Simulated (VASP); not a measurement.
**BN: evGW0 quasiparticle levels with PBE**

BN:

```xyz
4
Lattice="2.4982 0.0000 0.0000 -1.2491 2.1635 0.0000 0.0000 0.0000 6.6357" Properties=species:S:1:pos:R:3 pbc="T T T"
N     1.2491    0.7212    1.6589
N     0.0000    1.4424    4.9768
B     1.2491    0.7212    4.9768
B     0.0000    1.4424    1.6589
```

```yaml
Program: VASP 6.6.1
Task: evGW0 quasiparticle levels
Functional: PBE
Potentials_or_basis: VASP PAW PBE potentials, release 64 (N_GW, B_GW)
Cutoff: 450 eV
k_mesh: 6 × 6 × 2
Occupations: gaussian, width 0.01 eV
Spin: no spin polarisation
GW_scheme: evGW0
GW_iterations: 4
Cutoff_of_the_response_function: 120
Frequency_points: 50
Empty_bands: 107
Further_INCAR_settings: ALGO = EVGW0; EDIFF = 1e-08; NBANDS = 115
```

* Band gap on the k mesh, mean-field level: 4.29 eV, indirect (least direct gap 4.67 eV)
* Quasiparticle gap: 6.07 eV
* Least direct quasiparticle gap: 6.57 eV

Levels at points of the mesh, in eV from the valence-band top:
```tsv
k point	band 5	band 6	band 7	band 8	band 9	band 10	band 11	band 12
(0.00, 0.00, 0.00)	-1.32	-1.32	-1.29	-1.29	5.26	10.35	11.62	11.73
(0.50, 0.00, 0.00)	-4.16	-4.09	-1.45	-0.44	4.29	5.67	9.60	10.03
(0.00, 0.00, 0.50)	-1.31	-1.31	-1.31	-1.31	7.64	7.64	11.68	11.68
(0.50, 0.00, 0.50)	-4.12	-4.12	-0.92	-0.92	4.76	4.76	9.99	9.99
```

Quasiparticle gap after each update of the energies (eV): 5.79, 6.03, 6.07, 6.07

Run time: 6.9 min on 1 thread of Intel(R) Xeon(R) Platinum 8375C CPU @ 2.90GHz (Ice Lake), with other jobs on the host, peak memory 0.36 GiB.

Caveat: the k mesh is coarse (spacing up to 0.48 Å⁻¹), so the values aren't converged; bands, screening cutoff and mesh are small and nothing is extrapolated, so the quasiparticle values aren't converged. A k mesh can miss the band edges.
